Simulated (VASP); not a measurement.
A run of VASP 6.6.1:

INCAR

```
  ALGO = Fast
  EDIFF = 1E-4
  EDIFFG = -0.08
  ENCUT = 520
  GGA = PE
  IBRION = 2
  ISIF = 3
  ISMEAR = 0
  KPAR = 2
  LASPH = T
  LCHARG = F
  LREAL = Auto
  LWAVE = F
  NELM = 60
  NSW = 24
  PREC = Normal
  SIGMA = 0.15
```

KPOINTS

```
k-points
0
Gamma
  3 3 3
```

The input POSCAR:

```
AlB2Sb3
1.0
    5.6900000000     -3.2855000000      0.0000000000
    5.6900000000      3.2855000000      0.0000000000
    0.0000000000      0.0000000000      6.1950000000
Al B Sb
2 4 6
Direct
    0.8333300000      0.1666700000      0.0000000000
    0.1666700000      0.8333300000      0.5000000000
    0.5000000000      0.8333400000      0.0000000000
    0.1666600000      0.5000000000      0.0000000000
    0.5000000000      0.1666600000      0.5000000000
    0.8333400000      0.5000000000      0.5000000000
    0.5000000000      0.1666600000      0.8750000000
    0.8333400000      0.5000000000      0.8750000000
    0.1666700000      0.8333300000      0.8750000000
    0.5000000000      0.8333400000      0.3750000000
    0.1666600000      0.5000000000      0.3750000000
    0.8333300000      0.1666700000      0.3750000000
```

Potentials or basis: VASP PAW PBE potentials, release 64 (Al, B, Sb).

The run is started by

```bash
$ cat potpaw_PBE.64/Al/POTCAR potpaw_PBE.64/B/POTCAR potpaw_PBE.64/Sb/POTCAR > POTCAR
$ mpirun -np 2 vasp_std > vasp.out
```

Hardware: 2 MPI ranks on Intel(R) Xeon(R) 6975P-C (Granite Rapids), on a shared host.

**Question.** How long does it take, and how much memory?

**Answer.** It took 82 s on 2 MPI ranks on Intel(R) Xeon(R) 6975P-C (Granite Rapids) (shared host), peak memory 0.25 GiB a rank. Counts: scf iterations 79, k points 8, ion steps 14.
